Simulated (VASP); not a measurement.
# LiP2 (P4/mbm) in VASP: relaxation of cell and atoms with PBE

Aim: the relaxation of cell and atoms of LiP2 with PBE.

Program: VASP 6.6.1. These are calculated values, not measurements. Logs are shortened: lines on timing, memory, paths and dates and some standing lists are left out, and cuts for length are marked.

## 1. The structure

Symmetry: P4/mbm, No. 127, tetragonal system. The conventional cell has a = 5.967 Å, b = 5.967 Å, c = 2.365 Å, α = 90.00°, β = 90.00°, γ = 90.00°. Li (site symmetry 4/m) is surrounded by 4 P at 2.32 Å and 2 Li at 2.36 Å. P (site symmetry m2m) has 3 P at 2.31 to 2.36 Å and 2 Li at 2.32 Å as nearest neighbours.

The cell was built by a generator and needn't be a form met in nature.

## 2. Relaxation of cell and atoms, PBE

Input file INCAR:

```
SYSTEM = LiP2
ALGO     = Normal         ! electronic algorithm
EDIFF    = 1E-6           ! SCF threshold, eV
EDIFFG   = -0.04          ! ionic threshold
ENCUT    = 600            ! plane-wave cutoff, eV
GGA      = PE             ! functional
IBRION   = 2              ! ionic algorithm
ISIF     = 3              ! what is computed and relaxed
ISMEAR   = 0              ! smearing method
LASPH    = .True.         ! aspherical terms in the spheres
LCHARG   = .False.        ! write CHGCAR
LREAL    = .False.        ! projectors in reciprocal space
LWAVE    = .False.        ! write WAVECAR
NELM     = 100            ! most SCF steps
NSW      = 90             ! ionic steps
PREC     = Accurate       ! precision mode
SIGMA    = 0.1            ! smearing width, eV
```

Input file KPOINTS:

```
k-points
0
Gamma
  4 4 8
  0 0 0
```

Input file POSCAR:

```
LiP2
1.0
    5.9667286900      0.0000000000      0.0000000000
    0.0000000000      5.9667286900      0.0000000000
    0.0000000000      0.0000000000      2.3647842100
Li P
2 4
Direct
    0.5000000000      0.5000000000      0.0000000000
    0.0000000000      0.0000000000      0.0000000000
    0.8631799800      0.6368200200      0.0000000000
    0.1368200200      0.3631799800      0.0000000000
    0.6368200200      0.1368200200      0.0000000000
    0.3631799800      0.8631799800      0.0000000000
```

Potentials or basis: VASP PAW PBE potentials, release 64 (Li_sv, P).

The run is started by

```bash
cat potpaw_PBE.64/Li_sv/POTCAR potpaw_PBE.64/P/POTCAR > POTCAR
mpirun -np 1 vasp_std > vasp.out
```

OUTCAR:

```text
SYSTEM = LiP2
   EDIFF = 1E-6
   EDIFFG = -0.04
   ENCUT = 600
   GGA = PE
   IBRION = 2
   ISIF = 3
   ISMEAR = 0
   LASPH = .True.
   LREAL = .False.
   NELM = 100
   NSW = 90
   PREC = Accurate

 ion  position               nearest neighbor table
   1  0.500  0.500  0.000-   3 2.32   4 2.32   5 2.32   6 2.32
   2  0.000  0.000  0.000-   3 2.32   4 2.32   5 2.32   6 2.32
   3  0.863  0.637  0.000-   4 2.31   2 2.32   1 2.32
   4  0.137  0.363  0.000-   3 2.31   2 2.32   1 2.32
   5  0.637  0.137  0.000-   6 2.31   2 2.32   1 2.32
   6  0.363  0.863  0.000-   5 2.31   2 2.32   1 2.32

  LATTYP: Found a simple tetragonal cell.
 ALAT       =     5.9667286900
 C/A-ratio  =     0.3963284293

  Lattice vectors:

 A1 = (   5.9667286900,   0.0000000000,   0.0000000000)
 A2 = (   0.0000000000,   5.9667286900,   0.0000000000)
 A3 = (   0.0000000000,   0.0000000000,   2.3647842100)

Analysis of symmetry for initial positions (statically):
=====================================================================
 Subroutine PRICEL returns:
 Original cell was already a primitive cell.

 Routine SETGRP: Setting up the symmetry group for a
 simple tetragonal supercell.

 Subroutine GETGRP returns: Found 16 space group operations
 (whereof  8 operations were pure point group operations)
 out of a pool of 16 trial point group operations.

The static configuration has the point symmetry C_4h.
 The point group associated with its full space group is D_4h.

Analysis of symmetry for dynamics (positions and initial velocities):
=====================================================================
 Subroutine PRICEL returns:
 Original cell was already a primitive cell.

 Routine SETGRP: Setting up the symmetry group for a
 simple tetragonal supercell.

 Subroutine GETGRP returns: Found 16 space group operations
 (whereof  8 operations were pure point group operations)
 out of a pool of 16 trial point group operations.

The dynamic configuration has the point symmetry C_4h.
 The point group associated with its full space group is D_4h.

 Subroutine INISYM returns: Found 16 space group operations
 (whereof  8 operations are pure point group operations),
 and found     1 'primitive' translations

----------------------------------------------------------------------------------------

                                     Primitive cell

  volume of cell :      84.1907

  direct lattice vectors                    reciprocal lattice vectors
     5.966728690  0.000000000  0.000000000     0.167596023  0.000000000  0.000000000
     0.000000000  5.966728690  0.000000000     0.000000000  0.167596023  0.000000000
     0.000000000  0.000000000  2.364784210     0.000000000  0.000000000  0.422871565

  length of vectors
     5.966728690  5.966728690  2.364784210     0.167596023  0.167596023  0.422871565

  position of ions in fractional coordinates (direct lattice)
     0.500000000  0.500000000  0.000000000
     0.000000000  0.000000000  0.000000000
     0.863179980  0.636820020  0.000000000
     0.136820020  0.363179980  0.000000000
     0.636820020  0.136820020  0.000000000
     0.363179980  0.863179980  0.000000000

  ion indices of the primitive-cell ions
   primitive index   ion index
                 1           1
                 2           2
                 3           3
                 4           4
                 5           5
                 6           6

----------------------------------------------------------------------------------------

 KPOINTS: k-points

Automatic generation of k-mesh.
 Grid dimensions read from file:
 generate k-points for:    4    4    8

 Generating k-lattice:

  Cartesian coordinates                     Fractional coordinates (reciprocal lattice)
     0.041899006  0.000000000  0.000000000     0.250000000  0.000000000  0.000000000
     0.000000000  0.041899006  0.000000000     0.000000000  0.250000000  0.000000000
     0.000000000  0.000000000  0.052858946     0.000000000  0.000000000  0.125000000

  Length of vectors
     0.041899006  0.041899006  0.052858946

  Shift w.r.t. Gamma in fractional coordinates (k-lattice)
     0.000000000  0.000000000  0.000000000

 Subroutine IBZKPT returns following result:
 ===========================================

 Found     30 irreducible k-points:

 Following reciprocal coordinates:
            Coordinates               Weight
  0.000000  0.000000  0.000000      1.000000
  0.250000  0.000000  0.000000      4.000000
  0.500000  0.000000  0.000000      2.000000
  0.250000  0.250000  0.000000      4.000000
  0.500000  0.250000  0.000000      4.000000
  0.500000  0.500000  0.000000      1.000000
[... 16 lines left out ...]
  0.500000  0.250000  0.375000      8.000000
  0.500000  0.500000  0.375000      2.000000
 [... further k-points ...]
   k-points           NKPTS =     30   k-points in BZ     NKDIM =     30   number of bands    NBANDS=     17
   number of dos      NEDOS =    301   number of ions     NIONS =      6
   total plane-waves  NPLWV =  46080
   dimension x,y,z NGX =    48 NGY =   48 NGZ =   20
   dimension x,y,z NGXF=    96 NGYF=   96 NGZF=   40
   ions per type =               2   4
   NGX,Y,Z   is equivalent  to a cutoff of  13.37, 13.37, 14.06 a.u.
   NGXF,Y,Z  is equivalent  to a cutoff of  26.75, 26.75, 28.12 a.u.
 SYSTEM =  LiP2
   PREC   = accura    normal or accurate (medium, high low for compatibility)
   ISTART =      0    job   : 0-new  1-cont  2-samecut
   ICHARG =      2    charge: 1-file 2-atom 10-const
   ISPIN  =      1    spin polarized calculation?
   LNONCOLLINEAR =      F non collinear calculations
   LSORBIT =      F    spin-orbit coupling
   LASPH  =      T    aspherical Exc in radial PAW
   ENCUT  =  600.0 eV  44.10 Ry    6.64 a.u.  11.92 11.92  4.72*2*pi/ulx,y,z
   NELM   =    100;   NELMIN=  2; NELMDL= -5     # of ELM steps
   EDIFF  = 0.1E-05   stopping-criterion for ELM
   LREAL  =      F    real-space projection
   EDIFFG = -.4E-01   stopping-criterion for IOM
   NSW    =     90    number of steps for IOM
   IBRION =      2    ionic relax: 0-MD 1-quasi-New 2-CG
   NFREE  =      1    steps in history (QN), initial steepest desc. (CG)
   ISIF   =      3    stress and relaxation
   ISYM   =      2    0-nonsym 1-usesym 2-fastsym
   POTIM  = 0.5000    time-step for ionic-motion
   TEBEG  =    0.0;   TEEND  =   0.0 temperature during run
   PSTRESS=    0.0 pullay stress
   NELECT =      26.0000    total number of electrons
   NUPDOWN=      -1.0000    fix difference up-down
   EMIN   =  10.00;   EMAX   =-10.00  energy-range for DOS
   EFERMI =   0.00;   METHOD = LEGACY
   ISMEAR =     0;   SIGMA  =   0.10  broadening in eV -4-tet -1-fermi 0-gaus
   EFERMI_NEDOS =   21; number of points for ismear=-14 and -15
   IALGO  =     38    algorithm
   IMIX   =      4    mixing-type and parameters
     AMIX     =   0.40;   BMIX     =  1.00
     AMIX_MAG =   1.60;   BMIX_MAG =  1.00
  volume/ion in A,a.u.               =      14.03        94.69
  Fermi-wavevector in a.u.,A,eV,Ry     =   1.106568  2.091109 16.660220  1.224492
  Thomas-Fermi vector in A             =   2.243070
   LORBIT       =      0    0 simple, 1 ext, 2 COOP (PROOUT), +10 PAW based schemes
   GGA     = PE    functional components
   LHFCALC =     F    Hartree Fock is set to
   AEXX    =    0.0000 exact exchange contribution
   IVDW    =     0    specifies the selected vdW correction
   LEPSILON=     F    determine dielectric tensor
   LRPA    =     F    only Hartree local field effects (RPA)
 conjugate gradient relaxation of ions
 non-spin polarized calculation
 Gauss-broadening in eV      SIGMA  =   0.10
  energy-cutoff  :      600.00
  volume of cell :       84.19
 maximum number of plane-waves:      2840
 NGX is ok and might be reduce to    48
   NGX = 23   NGY = 23   NGZ =  9

--------------------------------------- Ionic step        1  -------------------------------------------

 number of electron      26.0000007 magnetization

 Free energy of the ion-electron system (eV)
  ---------------------------------------------------
  ext. energy  EPLUGINS =         0.00000000
  ---------------------------------------------------
  free energy    TOTEN  =       -24.91983328 eV

  energy without entropy =      -24.90663863  energy(sigma->0) =      -24.91323596

 E-fermi :   6.9950     XC(G=0): -10.3117

 val. band max:        6.9793408148   @ k =   0.5000   0.5000   0.5000
 cond. band min:       6.9992638148   @ k =   0.2500   0.2500   0.3750
 fundamental gap:      0.0199230000
 Fermi energy:         6.9950246492

 k-point     1 :       0.0000    0.0000    0.0000
  band No.  band energies     occupation
      1     -38.9297      2.00000
      2     -38.9287      2.00000
      3      -7.7356      2.00000
      4      -6.3742      2.00000
      5      -4.5044      2.00000
      6      -4.5044      2.00000
[... 9 lines left out ...]
     16      11.8677      0.00000
     17      12.1487      0.00000
[... 443 lines left out ...]
      1     -38.8576      2.00000
      2     -38.8576      2.00000
      3      -3.7670      2.00000
      4      -3.7670      2.00000
      5      -1.1385      2.00000
      6      -1.1385      2.00000
[... 9 lines left out ...]
     16       6.7185      1.99991
     17      10.7352      0.00000

 [... further k-points ...]
[... 5 lines left out ...]
  --------------------------------------------------------------------------------------
  -------------------------------------------------------------------------------------
  Total        2.8163996      2.8163996      9.1869254      0.0000000      0.0000000      0.0000000
  in kB       53.5970333     53.5970333    174.8302893      0.0000000      0.0000000      0.0000000
  external PRESSURE =      94.0081186 kB  Pullay stress =       0.0000000 kB
[... 225 lines left out ...]
  energy  without entropy=      -25.9872696762  energy(sigma->0) =      -25.99231226

--------------------------------------- Ionic step        7  -------------------------------------------

 number of electron      25.9999991 magnetization

 Free energy of the ion-electron system (eV)
  ---------------------------------------------------
  ext. energy  EPLUGINS =         0.00000000
  ---------------------------------------------------
  free energy    TOTEN  =       -26.01395156 eV

  energy without entropy =      -26.00518391  energy(sigma->0) =      -26.00956773

 E-fermi :   4.4154     XC(G=0):  -9.3417

 val. band max:        4.3881121404   @ k =   0.2500   0.0000   0.5000
 cond. band min:       4.5351464746   @ k =   0.2500   0.2500   0.3750
 fundamental gap:      0.1470343343
 Fermi energy:         4.4153719891

 k-point     1 :       0.0000    0.0000    0.0000
  band No.  band energies     occupation
      1     -41.5155      2.00000
      2     -41.5152      2.00000
      3      -9.0574      2.00000
      4      -8.4182      2.00000
      5      -5.0638      2.00000
      6      -5.0638      2.00000
[... 9 lines left out ...]
     16       9.5063      0.00000
     17       9.5063      0.00000
[... 443 lines left out ...]
      1     -41.4835      2.00000
      2     -41.4835      2.00000
      3      -6.2044      2.00000
      4      -6.2044      2.00000
      5      -2.3438      2.00000
      6      -2.3438      2.00000
[... 9 lines left out ...]
     16       5.1903      0.00000
     17       8.2419      0.00000

 [... further k-points ...]
[... 5 lines left out ...]
  --------------------------------------------------------------------------------------
  -------------------------------------------------------------------------------------
  Total        0.0360118      0.0360118      0.1287386      0.0000000      0.0000000      0.0000000
  in kB        0.5536523      0.5536523      1.9792533      0.0000000      0.0000000      0.0000000
  external PRESSURE =       1.0288526 kB  Pullay stress =       0.0000000 kB
[... 21 lines left out ...]
  FREE ENERGIE OF THE ION-ELECTRON SYSTEM (eV)
  ---------------------------------------------------
  free  energy   TOTEN  =       -26.0139515593 eV

  energy  without entropy=      -26.0051839099  energy(sigma->0) =      -26.00956773

 reached required accuracy - stopping structural energy minimisation
```

Run time: 2.8 min. Hardware: 1 thread of Intel Xeon Platinum 8259CL at 2.50GHz (Skylake/Cascade Lake), shared host; peak memory 0.22 GiB.

What came out:

| Property | Result |
| --- | --- |
| Free energy | -26.0140 eV |
| Relaxed volume | 17.37 Å³/atom |
| Relaxed cell | a = 6.373 Å, b = 6.373 Å, c = 2.566 Å, α = 90.00°, β = 90.00°, γ = 90.00° |
| Space group after relaxing (to 0.05 Å) | P4/mbm (No. 127) |
| Energy gained by relaxing | 182.4 meV/atom |
| Ionic steps | 7 |
| Pressure after relaxing | 0.1 GPa |
| Largest force after relaxing | 0.014 eV/Å |
| Band gap on the k mesh | none (metal or under the smearing width) |

Forces in eV/Å, atoms in the order of the input:
```
Li   0.000  0.000  0.000
Li   0.000  0.000  0.000
P    0.010 -0.010  0.000
P   -0.010  0.010  0.000
P   -0.010 -0.010  0.000
P    0.010  0.010  0.000
```

Stress tensor (GPa, compression positive):
```
0.06 0.00 0.00
0.00 0.06 0.00
0.00 0.00 0.20
```

Step by step:
| step | energy change (eV) | largest force (eV/Å) | pressure (GPa) | volume (Å³) |
| --- | --- | --- | --- | --- |
| 1 | 0.0000 | 1.5414 | 9.40 | 84.19 |
| 2 | -0.8138 | 1.1454 | 1.94 | 94.55 |
| 3 | -0.9324 | 0.5878 | 0.06 | 100.29 |
| 4 | -1.0727 | 0.0366 | 0.83 | 102.29 |
| 5 | -1.0821 | 0.3093 | 1.23 | 102.95 |
| 6 | -1.0775 | 0.3554 | -1.09 | 105.73 |
| 7 | -1.0941 | 0.0138 | 0.10 | 104.21 |

Final structure:
```
Li P
1.0
     6.37329    0.00000    0.00000
     0.00000    6.37329    0.00000
     0.00000    0.00000    2.56561
Li P
2 4
Direct
  0.50000 0.50000 0.00000
  0.00000 0.00000 0.00000
  0.88275 0.61725 0.00000
  0.11725 0.38275 0.00000
  0.61725 0.11725 0.00000
  0.38275 0.88275 0.00000
```

Caveat: the cutoff is under 1.25 times the usual one of these potentials, so pressure, stress and relaxed cells hold a basis-set (Pulay) error; the volume moved by over 15 % at a fixed basis, so the end points are rough.
